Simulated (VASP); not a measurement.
Consider the following.

```
CELL_PARAMETERS angstrom
      0.00000     3.28582     3.28582
      3.28582     0.00000     3.28582
      3.28582     3.28582     0.00000
ATOMIC_POSITIONS crystal
  K  0.00000 0.00000 0.00000
  Br 0.50000 0.50000 0.50000
```

Level of theory: optB88-vdW, VASP's PBE PAW potentials (set 64) (plane waves; VASP). Settings: 520 eV cut-off, Gaussian smearing of 0.050 eV, potentials K_sv Br.

Question: Give the energies of bands 6 to 11 at the high-symmetry points, in eV from the valence-band maximum.

Answer: 
| band | Γ | X | U | L | W |
|---|---|---|---|---|---|
| 6 | 0.00 | -0.84 | -0.72 | -1.22 | -0.61 |
| 7 | 0.00 | -0.29 | -0.67 | -0.35 | -0.61 |
| 8 | 0.00 | -0.29 | -0.34 | -0.35 | -0.56 |
| 9 | 4.35 | 5.76 | 6.50 | 6.52 | 7.32 |
| 10 | 7.51 | 7.15 | 8.13 | 8.20 | 7.32 |
| 11 | 7.51 | 9.37 | 8.43 | 9.71 | 8.24 |

The gap is direct, 4.35 eV, from the valence maximum at Γ to the conduction minimum at Γ.

Measured: gap 7.40 eV (computed value off by -3.05 eV), as given by Aguado et al., (1998), arXiv:cond-mat/9809176.

The compound is KBr in the rock salt structure. It was relaxed first.
